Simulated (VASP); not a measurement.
An input for Ansatz (written as the equivalent of a VASP run, and not itself run):

Ansatz 0.2 input:
```yaml
crystal:
  lattice:
    - [1.5430333, -2.6726123, 0.0000000]
    - [1.5430333, 2.6726123, 0.0000000]
    - [0.0000000, 0.0000000, 3.4092413]
  atoms:
    - { symbol: Hf, position: [0.0000000, 0.0000000, 0.0000000] }
    - { symbol: B, position: [0.3333330, 0.6666670, 0.5000000] }
    - { symbol: B, position: [0.6666670, 0.3333330, 0.5000000] }
kpoints:
  mp_grid: { grid: [11, 11, 9] }
hamiltonian:
  xc: lda
  pseudopotentials: { kind: paw }
scf:
  occupations: { method: methfessel_paxton, width: 0.1 }
  max_iter: 100
relax:
  max_steps: 40
  f_tol: 0.02
  cell: { p_target: 10 }
output: { forces: true, stress: true, eigenvalues: true }
```

**Question.** Write the VASP files for the same calculation (LDA).

**Answer.** Several could match; the one computed here: 
### INCAR
```
# general
SYSTEM =HfB2
PREC   =Accurate
ENCUT  =620
LREAL  =.FALSE.
LASPH  =.TRUE.

# electronic loop
EDIFF  =1E-6
NELM   =100
ALGO   =Normal
LMAXMIX=6

# smearing
ISMEAR =1
SIGMA  =0.1

# ions
IBRION =2
NSW    =40
ISIF   =3
EDIFFG =-0.02
PSTRESS=100

# output
LWAVE  =.FALSE.
LCHARG =.FALSE.
```

**POSCAR**
```
HfB2
1
    1.5430332807    -2.6726122628     0.0000000000
    1.5430332807     2.6726122628     0.0000000000
    0.0000000000     0.0000000000     3.4092412993
Hf B
1 2
Direct
  0.0000000000   0.0000000000   0.0000000000
  0.3333330000   0.6666670000   0.5000000000
  0.6666670000   0.3333330000   0.5000000000
```

File KPOINTS:
```
Automatic mesh
0
Gamma
11 11 9
0 0 0
```

POTCAR, in this order: Hf_pv B (LDA.64 set). Program: vasp_std.

Limits of the translation: each code has its own PAW files, so the cut-off isn't converted (ENCUT is set for VASP's; basis.ecutwfc is left out, and Ansatz then takes the one that its files recommend); Ansatz stops its SCF on the density residual and VASP on the energy change (EDIFF); Ansatz's lda is the Perdew-Wang form, while the LDA potentials of VASP carry Perdew-Zunger's.

The compound is HfB2 in the AlB2 type structure. This run relaxes it under an external pressure of 10 GPa. Symmetry was kept, so distortions that lower it aren't found.
